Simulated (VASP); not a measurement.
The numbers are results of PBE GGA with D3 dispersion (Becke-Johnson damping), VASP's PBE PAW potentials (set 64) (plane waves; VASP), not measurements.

Input for VASP

**POSCAR**
```
KF
5.3470
  0.0000000000   0.5000000000   0.5000000000
  0.5000000000   0.0000000000   0.5000000000
  0.5000000000   0.5000000000   0.0000000000
K F
1 1
Cart
  0.0000000000   0.0000000000   0.0000000000
  0.5000000000   0.5000000000   0.5000000000
```

**KPOINTS**
```
Automatic mesh
0
Gamma
10 10 10
0 0 0
```

**INCAR**
```
ALGO=Normal
EDIFF=1E-7
ENCUT=520
GGA=PE
ISIF=2
ISMEAR=-5
IVDW=12
LASPH=.TRUE.
LCHARG=.TRUE.
LORBIT=11
LREAL=.FALSE.
LWAVE=.FALSE.
NEDOS=601
NELM=100
PREC=Accurate
SYSTEM=KF
```

POTCAR, in this order: K_sv F (PBE.64 set). Program: vasp_std.

What will the output report for the number of irreducible k-points (NKPTS), number of bands (NBANDS), largest plane-wave count, number of space-group operations, FFT grid (NGX, NGY, NGZ)?

The number of irreducible k-points (NKPTS) comes out as 47 and the number of bands (NBANDS) comes out as 12. The largest plane-wave count is 1056. The number of space-group operations is 48 and the FFT grid (NGX, NGY, NGZ) comes out as 28 × 28 × 28.

The structure comes from a measured KF entry (Fm-3m) of the Crystallography Open Database, whose conditions weren't checked. The cell was not relaxed at this level.
